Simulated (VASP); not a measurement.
An input for Ansatz (written as the equivalent of a VASP run, and not itself run):

Ansatz 0.2 input:
```yaml
crystal:
  lattice:
    - [0.0000000, 3.1846133, 3.1846133]
    - [3.1846133, 0.0000000, 3.1846133]
    - [3.1846133, 3.1846133, 0.0000000]
  atoms:
    - { symbol: Sn, position: [0.0000000, 0.0000000, 0.0000000] }
    - { symbol: Te, position: [0.5000000, 0.5000000, 0.5000000] }
kpoints:
  mp_grid: { grid: [7, 7, 7] }
hamiltonian:
  xc: r2scan
  pseudopotentials: { kind: paw }
scf:
  occupations: { method: gaussian, width: 0.05 }
  max_iter: 100
output: { forces: true, stress: true, eigenvalues: true }
```

Question: Write the VASP files for the same calculation (r2SCAN).

Answer: One answer among several that fit: 
File POSCAR:
```
SnTe
1
    0.0000000000     3.1846132685     3.1846132685
    3.1846132685     0.0000000000     3.1846132685
    3.1846132685     3.1846132685     0.0000000000
Sn Te
1 1
Direct
  0.0000000000   0.0000000000   0.0000000000
  0.5000000000   0.5000000000   0.5000000000
```

### INCAR
```
# general
SYSTEM   =  SnTe
PREC     =  Accurate
ENCUT    =  520   # plane-wave cut-off (eV)
LREAL    =  .FALSE.   # projection in real space or not
LASPH    =  .TRUE.

# electronic loop
EDIFF    =  1E-7
NELM     =  100   # most electronic steps
ALGO     =  Normal   # blocked Davidson
LMAXMIX  =  4
LMIXTAU  =  .TRUE.

# smearing
ISMEAR   =  0
SIGMA    =  0.05   # width (eV)

# functional
METAGGA  =  R2SCAN

# ions
ISIF     =  2   # forces and stress, cell fixed

# output
LWAVE    =  .FALSE.
LCHARG   =  .FALSE.
```

### KPOINTS
```
Automatic mesh
0
Gamma
7 7 7
0 0 0
```

POTCAR, in this order: Sn_d Te (PBE.64 set). Program: vasp_std.

Limits of the translation: each code has its own PAW files, so the cut-off isn't converted (ENCUT is set for VASP's; basis.ecutwfc is left out, and Ansatz then takes the one that its files recommend); Ansatz stops its SCF on the density residual and VASP on the energy change (EDIFF).

The compound is SnTe in the rock salt structure, which distorts at low temperature. It was relaxed first.
